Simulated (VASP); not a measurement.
```yaml
crystal:
  lattice:
    - [0.00000, 2.77908, 2.77908]
    - [2.77908, 0.00000, 2.77908]
    - [2.77908, 2.77908, 0.00000]
  atoms:
    - { symbol: Si, position: [0.00000, 0.00000, 0.00000] }
    - { symbol: Si, position: [0.25000, 0.25000, 0.25000] }
```

Method: TPSS meta-GGA, VASP's PBE PAW potentials (set 64) (plane waves; VASP). Settings: 520 eV cut-off, 8×8×8 Γ-centred mesh, Gaussian smearing of 0.050 eV, potentials Si.

Task: Give the stress tensor in GPa (positive for a compressed cell).

Result: 
```
-4.75   0.00   0.00
 0.00  -4.75   0.00
 0.00   0.00  -4.75
```
The pressure is its mean diagonal, -4.75 GPa.

The compound is Si in the diamond structure. This cell is one point of a volume scan, at 1.06 of the reference volume.
